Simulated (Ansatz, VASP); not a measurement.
# Cross-check of AlGaN2 between VASP and Ansatz, part 2 of 2

Wanted: the spread between two codes on one cell, functional and k mesh. The cell is taken from a series of runs on this material, whose earlier steps may have relaxed, scaled, displaced or heated it; both programs get it as it stands.

VASP 6.6.1 and Ansatz 0.2.0.

So far: Starting point; VASP: zone-centre phonons, LDA.

## Step 2: VASP: zone-centre phonons, LDA (continued)

Level of this step: LDA; plane waves and PAW (Al, Ga_d, N) (VASP).

Numbers of over 12 decimals in the logs are rounded to 6 here.

From OUTCAR (step 2):

```text
NELECT = 25.92

 ion  position               nearest neighbor table
   1  0.000  0.000  0.999-   4 1.88   3 1.89   3 1.89   3 1.89   2 3.09   2 3.09   2 3.09   2 3.11
                             2 3.11   2 3.11
   2  0.667  0.333  0.497-   4 1.92   4 1.92   4 1.92   3 1.94   1 3.09   1 3.09   1 3.09   1 3.11
                             1 3.11   1 3.11
   3  0.667  0.333  0.113-   1 1.89   1 1.89   1 1.89   2 1.94
   4  0.000  0.000  0.627-   1 1.88   2 1.92   2 1.92   2 1.92

  LATTYP: Found a hexagonal cell.
 ALAT       =     3.1191540346
 C/A-ratio  =     1.6199580051

 Subroutine GETGRP returns: Found  6 space group operations
 (whereof  6 operations were pure point group operations)

The static configuration has the point symmetry C_3v.

 Found    131 irreducible k-points:

   k-points           NKPTS =    131   k-points in BZ     NKDIM =    131   number of bands    NBANDS=     18

   dimension x,y,z NGX =    28 NGY =   28 NGZ =   40
   dimension x,y,z NGXF=    56 NGYF=   56 NGZF=   80

   ENCUT  =  600.0 eV  44.10 Ry    6.64 a.u.   6.23  6.23 10.09*2*pi/ulx,y,z

 k-points in reciprocal lattice and weights: Automatic mesh
   0.00000000  0.00000000  0.00000000       0.001
   0.08333333 -0.00000000  0.00000000       0.005
   0.16666667 -0.00000000  0.00000000       0.005
   0.25000000 -0.00000000  0.00000000       0.005
   0.33333333 -0.00000000  0.00000000       0.005
   0.41666667 -0.00000000  0.00000000       0.005
   0.50000000 -0.00000000  0.00000000       0.003
   0.08333333  0.08333333  0.00000000       0.005
   0.16666667  0.08333333  0.00000000       0.010
[...]
0.41666667  0.16666667  0.25000000       0.010
[...]
average (electrostatic) potential at core
       1 -70.3223       2 -63.7827       3 -60.5564       4 -60.9516

  Total       -0.7314992     -0.7314992     -0.6561057      0.0000000      0.0000000      0.0000000
  in kB      -27.5283104    -27.5283104    -24.6910473      0.0000000      0.0000000      0.0000000
  external PRESSURE =     -26.5825560 kB  Pullay stress =       0.0000000 kB

  energy-cutoff  :      600.00
  volume of cell :       42.57
      direct lattice vectors                 reciprocal lattice vectors
     3.119154035 -0.000000286  0.000000000     0.320599766  0.185098322  0.000000000
    -1.559576769  2.701266775  0.000000000     0.000000034  0.370196703  0.000000000
     0.000000000  0.000000000  5.052898547     0.000000000  0.000000000  0.197906210

 POSITION                                       TOTAL-FORCE (eV/Angst)
 -----------------------------------------------------------------------------------
      0.00000      0.00000      5.05034        -0.000000     -0.000000      0.123158
      1.55958      0.90042      2.51220         0.000000      0.000000     -0.142622
      1.55958      0.90042      0.57031        -0.000000      0.000000      0.009640
      0.00000      0.00000      3.16745         0.000000     -0.000000      0.009824
 -----------------------------------------------------------------------------------
    total drift:                               -0.000000      0.000000      0.000546

 Eigenvectors and eigenvalues of the dynamical matrix
 ----------------------------------------------------

   1 f  =   21.477529 THz   134.947295 2PiTHz  716.413253 cm-1    88.823883 meV
             X         Y         Z           dx          dy          dz
      0.000000  0.000000  5.050340    -0.000000    0.000000   -0.155942
      1.559577  0.900422  2.512203    -0.000000    0.000000    0.010308
      1.559577  0.900422  0.570309    -0.000000    0.000000   -0.594931
      0.000000  0.000000  3.167450     0.000000   -0.000000    0.788437

   2 f  =   19.670606 THz   123.594061 2PiTHz  656.140782 cm-1    81.351052 meV
             X         Y         Z           dx          dy          dz
      0.000000  0.000000  5.050340    -0.501964    0.260478   -0.000000
      1.559577  0.900422  2.512203    -0.007136    0.003703    0.000000
      1.559577  0.900422  0.570309     0.731760   -0.379724    0.000000
      0.000000  0.000000  3.167450    -0.018933    0.009825   -0.000000

   3 f  =   19.670606 THz   123.594061 2PiTHz  656.140782 cm-1    81.351052 meV
             X         Y         Z           dx          dy          dz
      0.000000  0.000000  5.050340    -0.260478   -0.501964   -0.000000
      1.559577  0.900422  2.512203    -0.003703   -0.007136   -0.000000
      1.559577  0.900422  0.570309     0.379724    0.731760    0.000000
      0.000000  0.000000  3.167450    -0.009825   -0.018933   -0.000000

   4 f  =   17.999969 THz   113.097140 2PiTHz  600.414333 cm-1    74.441856 meV
             X         Y         Z           dx          dy          dz
      0.000000  0.000000  5.050340    -0.000000   -0.000000    0.627752
      1.559577  0.900422  2.512203    -0.000000   -0.000000    0.082766
      1.559577  0.900422  0.570309    -0.000000    0.000000   -0.672022
      0.000000  0.000000  3.167450     0.000000   -0.000000   -0.384010

   5 f  =   16.912418 THz   106.263853 2PiTHz  564.137525 cm-1    69.944107 meV
             X         Y         Z           dx          dy          dz
      0.000000  0.000000  5.050340    -0.053633    0.027832   -0.000000
      1.559577  0.900422  2.512203    -0.327158    0.169773   -0.000000
      1.559577  0.900422  0.570309    -0.018683    0.009695    0.000000
      0.000000  0.000000  3.167450     0.823154   -0.427163    0.000000

   6 f  =   16.912418 THz   106.263853 2PiTHz  564.137525 cm-1    69.944107 meV
             X         Y         Z           dx          dy          dz
      0.000000  0.000000  5.050340     0.027832    0.053633    0.000000
      1.559577  0.900422  2.512203     0.169773    0.327158   -0.000000
      1.559577  0.900422  0.570309     0.009695    0.018683   -0.000000
      0.000000  0.000000  3.167450    -0.427163   -0.823154   -0.000000

   7 f  =   12.200023 THz    76.655003 2PiTHz  406.948949 cm-1    50.455217 meV
             X         Y         Z           dx          dy          dz
      0.000000  0.000000  5.050340     0.000000    0.000000    0.604324
      1.559577  0.900422  2.512203     0.000000    0.000000   -0.658834
      1.559577  0.900422  0.570309     0.000000    0.000000    0.286581
      0.000000  0.000000  3.167450    -0.000000   -0.000000    0.344386

   8 f  =    5.450806 THz    34.248425 2PiTHz  181.819323 cm-1    22.542713 meV
             X         Y         Z           dx          dy          dz
      0.000000  0.000000  5.050340    -0.602235    0.312515   -0.000000
      1.559577  0.900422  2.512203     0.489987   -0.254267   -0.000000
      1.559577  0.900422  0.570309    -0.404550    0.209932   -0.000000
      0.000000  0.000000  3.167450     0.146322   -0.075930   -0.000000

   9 f  =    5.450806 THz    34.248425 2PiTHz  181.819323 cm-1    22.542713 meV
             X         Y         Z           dx          dy          dz
      0.000000  0.000000  5.050340     0.312515    0.602235   -0.000000
      1.559577  0.900422  2.512203    -0.254267   -0.489987   -0.000000
      1.559577  0.900422  0.570309     0.209932    0.404550   -0.000000
      0.000000  0.000000  3.167450    -0.075930   -0.146322   -0.000000

  10 f/i=    0.001555 THz     0.009772 2PiTHz    0.051877 cm-1     0.006432 meV
             X         Y         Z           dx          dy          dz
      0.000000  0.000000  5.050340    -0.000000    0.000000    0.465191
      1.559577  0.900422  2.512203    -0.000000    0.000000    0.747651
      1.559577  0.900422  0.570309    -0.000000    0.000000    0.335133
      0.000000  0.000000  3.167450    -0.000000    0.000000    0.335115

  11 f/i=    0.001804 THz     0.011337 2PiTHz    0.060187 cm-1     0.007462 meV
             X         Y         Z           dx          dy          dz
      0.000000  0.000000  5.050340    -0.289850    0.363546   -0.000000
      1.559577  0.900422  2.512203    -0.466235    0.584778   -0.000000
      1.559577  0.900422  0.570309    -0.208780    0.261863   -0.000000
      0.000000  0.000000  3.167450    -0.208926    0.262047   -0.000000

  12 f/i=    0.001804 THz     0.011337 2PiTHz    0.060187 cm-1     0.007462 meV
             X         Y         Z           dx          dy          dz
      0.000000  0.000000  5.050340    -0.363546   -0.289850    0.000000
      1.559577  0.900422  2.512203    -0.584778   -0.466235    0.000000
      1.559577  0.900422  0.570309    -0.261863   -0.208780    0.000000
      0.000000  0.000000  3.167450    -0.262047   -0.208926    0.000000

 ELASTIC MODULI CONTR FROM IONIC RELAXATION (kBar)
 Direction    XX          YY          ZZ          XY          YZ          ZX
 --------------------------------------------------------------------------------
 XX        -882.9486    377.2424    488.0543      0.0000     66.5564      0.0000
 YY         377.2424   -882.9486    488.0543      0.0000    -66.5564     -0.0000
 ZZ         488.0543    488.0543   -960.2783     -0.0000     -0.0000      0.0000
 XY           0.0000      0.0000     -0.0000   -630.0955     -0.0000     66.0469
 YZ          66.5564    -66.5564     -0.0000     -0.0000   -193.4134      0.0000
 ZX           0.0000     -0.0000      0.0000     66.0469      0.0000   -205.5870
 --------------------------------------------------------------------------------
```

The cell is charged against a uniform background.

## Step 3: Ansatz: zone-centre phonons, LDA

Ansatz runs on its default PAW (the set named soft_2) files.

The same cell, functional (in two slightly different forms), mesh and smearing now go to Ansatz, which takes its cutoff from its data sets.

input.yaml reads:

```yaml
crystal:
  lattice:
    - [3.1191540346, -2.863e-07, 0.0]
    - [-1.5595767694, 2.7012667754, 0.0]
    - [0.0, 0.0, 5.0528985475]
  atoms:
    - { symbol: Al, position: [0.0, 0.0, 0.9994937145] }
    - { symbol: Ga, position: [0.6666666667, 0.3333333333, 0.4971805407] }
    - { symbol: "N", position: [0.6666666667, 0.3333333333, 0.11286767] }
    - { symbol: "N", position: [0.0, 0.0, 0.6268580748] }
total_charge: 0.08
kpoints:
  mp_grid: { grid: [12, 12, 8] }
hamiltonian:
  xc: lda
scf:
  occupations: { method: fermi_dirac, width: 0.026 }
  n_extra_bands: 10
output:
  eigenvalues: true
phonons:
  method: dfpt
```

On the command line:

```
$ ansatz run input.yaml --threads 4 --pin off --max-ram 8192MiB --backend cpu --events-out ev --progress --plain --runs-dir out
```

The program printed:

```text
scf.n_extra_bands = 10 over 13 filled bands (N_el = 25.9): the run solves 23 bands
Engine: ansatz 0.2.0, aarch64-unknown-linux-gnu
Pseudopotentials: kind: paw
Pseudopotential: Al, paw, valence charge 3, recommended cutoff 420 eV (normal), Al.paw.azcp
Pseudopotential: Ga, paw, valence charge 13, recommended cutoff 420 eV (normal), Ga.paw.azcp
Pseudopotential: N, paw, valence charge 5, recommended cutoff 420 eV (normal), N.paw.azcp
Functional definition: SPW92
  exchange = slater_x
  correlation = pw_c
Crystal: 4 atoms, lattice volume = 42.574 Å³
Basis set: ecut = 420 eV, 833 PW (Γ), exchange–correlation on 48×48×72 points (8 copies of the dense FFT grid, shifted against one another)
Bands: 23, of which v1, the nominal top of the filled ones, is band 13 counted from 1 (12 counted from 0)
Symmetry: 6 space group operations
k-points: 320 of 1152 (irreducible under 2 space group operations, time reversal used)
Non-local potential: Al, projectors of the file, l = 0: 2, l = 1: 2, l = 2: 1
Non-local potential: Ga, projectors of the file, l = 0: 2, l = 1: 2, l = 2: 3, l = 3: 1
Non-local potential: N, projectors of the file, l = 0: 2, l = 1: 2, l = 2: 1
PAW form: soft (Blöchl's): semilocal exchange-correlation on the pseudo side does not see the compensation charge
PAW frozen core: Al, regenerated for the run's functional, and the local potential with it (the file was generated under x = pbe(κ = 0.804, μ = 0.219515), c = pbe(β = 0.066725))
PAW frozen core: Ga, regenerated for the run's functional, and the local potential with it (the file was generated under x = pbe(κ = 0.804, μ = 0.219515), c = pbe(β = 0.066725))
PAW frozen core: N, regenerated for the run's functional, and the local potential with it (the file was generated under x = pbe(κ = 0.804, μ = 0.219515), c = pbe(β = 0.066725))
PAW one-centre angular grid: Al, 110 points (default); XC on 64 Gauss nodes
PAW one-centre angular grid: Ga, 590 points (default); XC on 64 Gauss nodes
PAW one-centre angular grid: N, 110 points (default); XC on 64 Gauss nodes
Initial density: superposition of atomic densities (neutral atoms scaled as one to the charged cell's electrons: chi_scale 0, normalization atom), corrected by the library's trained network
Initial wavefunctions: pseudopotential atomic-orbital guess
Functional: x = slater, c = lda
SCF iter   1: F=—  HF=-4972.627289 eV  |F-HF|=—  |Δ(HF+E_count)|=         —  Δρ=1.26e-2  dr2=9.80e-2  ethr=1.77e-3  ⟨swp⟩=5.6  Hψ=35784  notcnv=0  defer=14
preconditioner: auto → Kerker (q_TF=auto, 2.512 Å⁻¹)  [metal: Δε(μ)=0.010 eV  Ē_g=19.393 eV  σ=0.026 eV  W_gap=0.10  n_scr=10 (ndim 8)  ℏωp=29.0 eV  f_vac=0.000  D(μ)=0.66/eV (n_scr^D=2)]
SCF iter   2: F=—  HF=-4972.607309 eV  |F-HF|=—  |Δ(HF+E_count)|=   2.00e-2  Δρ=6.78e-3  dr2=3.45e-2  ethr=3.78e-4  ⟨swp⟩=2.0  Hψ=12370  notcnv=0  defer=716
SCF iter   3: F=—  HF=-4972.597831 eV  |F-HF|=—  |Δ(HF+E_count)|=   9.48e-3  Δρ=2.35e-3  dr2=5.04e-3  ethr=1.33e-4  ⟨swp⟩=2.0  Hψ=12869  notcnv=0  defer=741
SCF iter   4: F=—  HF=-4972.595470 eV  |F-HF|=—  |Δ(HF+E_count)|=   2.36e-3  Δρ=1.19e-3  dr2=1.53e-3  ethr=1.95e-5  ⟨swp⟩=2.0  Hψ=13131  notcnv=0  defer=741
SCF iter   5: F=—  HF=-4972.595015 eV  |F-HF|=—  |Δ(HF+E_count)|=   4.55e-4  Δρ=3.73e-4  dr2=1.90e-4  ethr=5.91e-6  ⟨swp⟩=2.7  Hψ=10598  notcnv=0  defer=741
SCF iter   6: F=—  HF=-4972.594964 eV  |F-HF|=—  |Δ(HF+E_count)|=   5.10e-5  Δρ=1.41e-4  dr2=3.27e-5  ethr=7.33e-7  ⟨swp⟩=1.2  Hψ=7325  notcnv=0  defer=741
SCF iter   7: F=—  HF=-4972.594951 eV  |F-HF|=—  |Δ(HF+E_count)|=   1.30e-5  Δρ=3.88e-5  dr2=2.00e-6  ethr=1.26e-7  ⟨swp⟩=2.2  Hψ=8503  notcnv=0  defer=741
SCF iter   8: F=—  HF=-4972.594950 eV  |F-HF|=—  |Δ(HF+E_count)|=   1.32e-6  Δρ=1.62e-5  dr2=4.05e-7  ethr=7.73e-9  ⟨swp⟩=1.1  Hψ=6928  notcnv=0  defer=741
SCF iter   9: F=—  HF=-4972.594950 eV  |F-HF|=—  |Δ(HF+E_count)|=   1.21e-7  Δρ=4.63e-6  dr2=1.62e-8  ethr=1.56e-9  ⟨swp⟩=2.4  Hψ=9952  notcnv=0  defer=741
SCF iter  10: F=—  HF=-4972.594950 eV  |F-HF|=—  |Δ(HF+E_count)|=   1.99e-9  Δρ=1.07e-6  dr2=5.19e-10  ethr=6.25e-11  ⟨swp⟩=2.5  Hψ=10806  notcnv=0  defer=741
SCF iter  11: F=—  HF=-4972.594950 eV  |F-HF|=—  |Δ(HF+E_count)|=  4.73e-11  Δρ=2.71e-7  dr2=2.63e-11  ethr=2.00e-12  ⟨swp⟩=2.0  Hψ=10533  notcnv=0  defer=741
SCF iter  12: F=-4972.594950 eV  HF=-4972.594950 eV  |F-HF|=9.09e-12  |Δ(HF+E_count)|=  9.09e-12  Δρ=9.34e-8  dr2=2.54e-12  ethr=1.00e-12  ⟨swp⟩=8.8  Hψ=33622  notcnv=0
SCF 1 converged in 12 iterations: F = -4972.594950 eV  dr2 = 2.54e-12
  greatest PAW one-centre occupation: 0.996 electrons in one spin orbital (limit 2), on the Ga atom at site 1 (counted from 0), in its partial waves of l = 2
DFPT response loops at Γ: preconditioner auto → Kerker (q_TF=auto, 2.512 Å⁻¹) (partly filled bands, converged f_vac=0.000); β = 1.00, the filter's whole step (`scf.mixing.beta` (0.50) is not read by the response loops under this deck's `scf.mixing.preconditioner`; to damp them name `kerker` or `kerker_dos`, under which they read `scf.mixing.beta`, and type it under 1.00, their step now; both keys bind the ground state too); Broyden in place of MSR1
SCF converged after 12 iterations
Free energy (F): -4972.594950 eV
Harris-Foulkes:  -4972.594950 eV  (|F-HF|=9.09e-12)
Internal energy: -4972.593417 eV  (E = F + TS)
E sigma→0 (E₀):  -4972.594183 eV
Entropy (-TS):   -0.001533 eV (-0.383 meV/atom)
Fermi energy:    8.300141 eV
--- Per-component energies (eV) ---
  E_band       = -0.654208
  E_kinetic    = 406.112044
  E_local      = -2545.679598  (includes V_loc(G=0)·N_el)
  E_nonlocal   = 535.134799
  E_hartree    = 1155.293484
  E_xc         = -228.129579
  E_vxc        = -241.397760  (∫ρ·V_xc dr)
  E_paw        = -2596.962790  (= ΣΔE_a)
  E_vpaw       = -465.410663  (= ΣTr[D̂ρ^β])
  E_aug_tail   = 0.000068  (compensation charges beyond the density's cutoff)
  E_ewald      = -1700.306131
  E_core_change = 1.944285  (= ΣΔE_core)
  E_smearing   = -0.001533  (= −TS)
  E_closure    = 0.000000  (closes the sum)
  E_deformation_potential = 1.446628  (in the stress; not in F)
  Σ components = -4972.594950   (vs F -4972.594950, Δ=0.00e0)
--- Band table (eV; the first three rows and the last of 320) ---
  k-point 0: bands = [... 9 lower, 7.4161, 8.3922, 8.4650, 8.4650, 11.6147, 14.2146, 18.3077, 19.1055, ... 6 higher]
  k-point 1: bands = [... 9 lower, 7.4422, 8.0080, 8.4371, 8.4371, 11.9324, 14.2554, 18.2053, 19.0869, ... 6 higher]
  k-point 2: bands = [... 9 lower, 7.5130, 7.5130, 8.3620, 8.3620, 12.5954, 14.3486, 17.9495, 19.0678, ... 6 higher]
  k-point 319: bands = [... 9 lower, 5.0726, 5.3219, 6.9920, 7.2354, 14.4831, 14.9716, 16.6739, 17.2732, ... 6 higher]
--- Phonons (Γ-DFPT): 8 representative perturbations + reference, on 320 of 1152 k-points (Σ response iterations 25) ---
  k mesh reduced under 2 symmetry operations, with k and −k counted as one. Each operation leaves every solved perturbation unchanged. A smaller set is not used because it would not reduce the number of displacements times k-points to solve
  ASR residual: 3.185e-5 → 0.000e0 eV/Å²; symmetrization residual: 2.082e-5 eV/Å²
  ASR residual per site (eV/Å²): 1.62e-5 1.54e-5 2.56e-5 3.19e-5
  Γ frequencies (cm⁻¹): 0.00 0.00 0.00 182.13 182.13 404.66 559.06 559.06 595.42 650.02 650.02 712.32
  non-analytic LO–TO correction: not included (Born effective charges unavailable; polar crystals: no LO–TO splitting at Γ)
```

In the SCF lines HF is the Harris–Foulkes energy and dr2 the Hartree energy of the density residual, in eV; the loop may stop once dr2 is under the threshold and the program's other checks hold. Hψ counts applications of the Hamiltonian.

## Step 4: Comparison

Known differences besides the potentials themselves: the cutoff is 420 eV in Ansatz and 600 eV in VASP; VASP's log shows a relativistic correction to its local exchange, Ansatz's none. Total energies have different zeros and are not compared.

Both answers:

| quantity | Ansatz | VASP | difference |
| --- | --- | --- | --- |
| optical mode 1 to 2 (cm⁻¹) | 182.1 | 181.8 | +0.17 % |
| optical mode 3 (cm⁻¹) | 404.7 | 406.9 | -0.56 % |
| optical mode 4 to 5 (cm⁻¹) | 559.1 | 564.1 | -0.90 % |
| optical mode 6 (cm⁻¹) | 595.4 | 600.4 | -0.83 % |
| optical mode 7 to 8 (cm⁻¹) | 650.0 | 656.1 | -0.93 % |
| optical mode 9 (cm⁻¹) | 712.3 | 716.4 | -0.57 % |

Modes are paired by rising frequency, not by their patterns, so a pair may set unlike modes beside each other; they are those without the splitting of longitudinal modes. The cell carries a charge of +0.08 e against a uniform background, so its pressure also hangs on how the neutralising background is counted, and in a defect's cell a gap may be the spacing between its levels.

## Step 5: Summary of results

```json
{"r.m.s. difference of the optical zone-centre modes, each program's sorted by frequency (zone-centre phonons, LDA)": "4.4 cm⁻¹", "difference in optical mode 7 to 8 (zone-centre phonons, LDA)": "-0.9 %"}
```

**Reading.** The r.m.s. difference of the optical zone-centre modes, each program's sorted by frequency is 4.4 cm⁻¹ (zone-centre phonons, LDA). Among the rows given in per cent, the largest difference of the zone-centre phonons, LDA pair is in optical mode 7 to 8, -0.9 %. How closely two codes agree says nothing of how well the functional describes the real material.

[Lines on the potential files, build, host, timing and source positions are cut from VASP's logs without a mark.]

[Logs are printed without paths, hosts, clocks, repeated set-up lines and the standing remarks that a program may print on its own settings, such as how far it seeks lower states.]

[Hosts, paths, dates, database ids (printed as entryN), source tags and the programs' standing remarks are cut or masked in the printed files.]
